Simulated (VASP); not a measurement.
MnO (Manganosite):

```xyz
2
Lattice="0.0000 2.2230 2.2230 2.2230 0.0000 2.2230 2.2230 2.2230 0.0000" Properties=species:S:1:pos:R:3 pbc="T T T"
Mn    0.0000    0.0000    0.0000
O     2.2230    2.2230    2.2230
```

Base run:

```yaml
Program: VASP 6.6.1
Functional: PBE
Potentials_or_basis: VASP PAW PBE potentials, release 64 (Mn_pv, O)
Cutoff: 600 eV
k_mesh: 14 × 14 × 14
Occupations: gaussian, width 0.03 eV
Spin: collinear spin, ferromagnetic start
Starting_moments: "[5.0, 0.0] μB"
Hubbard_terms: Mn d U = 3.9 eV
```

Its results: band gap on the k mesh 0.21 eV, indirect (least direct gap 2.69 eV); pressure 7.4 GPa; net moment 5.00 μB per cell; site moments Mn +4.62; O +0.16 μB.

Q: The run is repeated on the same cell with these changes: hubbard terms from Mn d U = 3.9 eV to none. What comes out?

A: Band gap on the k mesh none (metal or under the smearing width); pressure -0.6 GPa; net moment 4.75 μB per cell; site moments Mn +4.32; O +0.20 μB.

The U term pushes filled and empty states of the shell apart.

Caveats: a cell with one magnetic atom can't hold antiferromagnetic order, which such compounds often take; semilocal functionals often make such compounds metallic where correlation or magnetic order opens a gap, which also shifts bond lengths (some runs).

A k mesh can miss the band edges.

Not every run made on this cell is shown here.
